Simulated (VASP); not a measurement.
All values below come from PBE GGA with D4 dispersion, VASP's PBE PAW potentials (set 64) (plane waves; VASP).

VASP ran on this input.

### INCAR
```
ALGO  =  Normal
EDIFF  =  1E-7
ENCUT  =  520
GGA  =  PE
ISIF  =  2
ISMEAR  =  1
IVDW  =  13
LASPH  =  .TRUE.
LCHARG  =  .FALSE.
LMAXMIX  =  4
LREAL  =  .FALSE.
LWAVE  =  .FALSE.
NELM  =  100
PREC  =  Accurate
SIGMA  =  0.1
SYSTEM  =  Mo
```

POSCAR:
```
Mo
1
   -1.5545699309     1.5545699309     1.5545699309
    1.5545699309    -1.5545699309     1.5545699309
    1.5545699309     1.5545699309    -1.5545699309
Mo
1
Direct
  0.0000000000   0.0000000000   0.0000000000
```

File KPOINTS:
```
Regular mesh
0
Gamma
 16 16 16
0 0 0
```

POTCAR, in this order: Mo_sv (PBE.64 set). Program: vasp_std.

The run wrote:

OSZICAR:
```
       N       E                     dE             d eps       ncg     rms          rms(c)
DAV:   1     0.901533044731E+02    0.90153E+02   -0.83677E+03  3214   0.131E+03
DAV:   2    -0.102245403475E+02   -0.10038E+03   -0.96846E+02  3475   0.344E+02
DAV:   3    -0.115210613246E+02   -0.12965E+01   -0.12865E+01  3684   0.390E+01
DAV:   4    -0.115245802293E+02   -0.35189E-02   -0.35186E-02  3473   0.235E+00
DAV:   5    -0.115245992169E+02   -0.18988E-04   -0.18989E-04  3745   0.168E-01    0.161E+01
DAV:   6    -0.109860886728E+02    0.53851E+00   -0.93470E-01  3427   0.119E+01    0.473E+00
DAV:   7    -0.109093523278E+02    0.76736E-01   -0.20151E-01  3684   0.518E+00    0.854E-01
DAV:   8    -0.109056045193E+02    0.37478E-02   -0.38352E-03  3322   0.891E-01    0.182E-01
DAV:   9    -0.109056670552E+02   -0.62536E-04   -0.74320E-05  3789   0.119E-01    0.850E-02
DAV:  10    -0.109056748918E+02   -0.78366E-05   -0.10738E-05  3394   0.439E-02    0.724E-03
DAV:  11    -0.109056752879E+02   -0.39610E-06   -0.11932E-07  2685   0.391E-03    0.155E-03
DAV:  12    -0.109056751855E+02    0.10232E-06   -0.12179E-08  1883   0.164E-03    0.105E-04
DAV:  13    -0.109056751947E+02   -0.91709E-08   -0.13133E-09  1781   0.530E-04
   1 F= -.11537917E+02 E0= -.11538054E+02  d E =0.411511E-03
```

OUTCAR:
```
------------------------ aborting loop because EDIFF is reached ----------------------------------------
  Edisp (eV):   -0.63224
  FORCE on cell =-STRESS in cart. coord.  units (eV):
  Direction    XX          YY          ZZ          XY          YZ          ZX
  --------------------------------------------------------------------------------------
  Total       0.78200     0.78200     0.78200    -0.00000    -0.00000     0.00000
  in kB      83.37318    83.37318    83.37318    -0.00000    -0.00000     0.00000
  external pressure =       83.37 kB  Pullay stress =        0.00 kB
  volume of cell :       15.03
      direct lattice vectors                 reciprocal lattice vectors
    -1.554569931  1.554569931  1.554569931     0.000000000  0.321632363  0.321632363
     1.554569931 -1.554569931  1.554569931     0.321632363  0.000000000  0.321632363
     1.554569931  1.554569931 -1.554569931     0.321632363  0.321632363  0.000000000
 POSITION                                       TOTAL-FORCE (eV/Angst)
 -----------------------------------------------------------------------------------
      0.00000      0.00000      0.00000         0.000000     -0.000000      0.000000
 -----------------------------------------------------------------------------------
    total drift:                                0.000000     -0.000000      0.000000
  FREE ENERGIE OF THE ION-ELECTRON SYSTEM (eV)
  ---------------------------------------------------
  free  energy   TOTEN  =       -11.5379167684 eV

  energy  without entropy=      -11.5383282794  energy(sigma->0) =      -11.53805394
```
(Selected blocks of OUTCAR.)

The compound is Mo in the bcc structure. This cell is one point of a volume scan, at 0.97 of the reference volume.
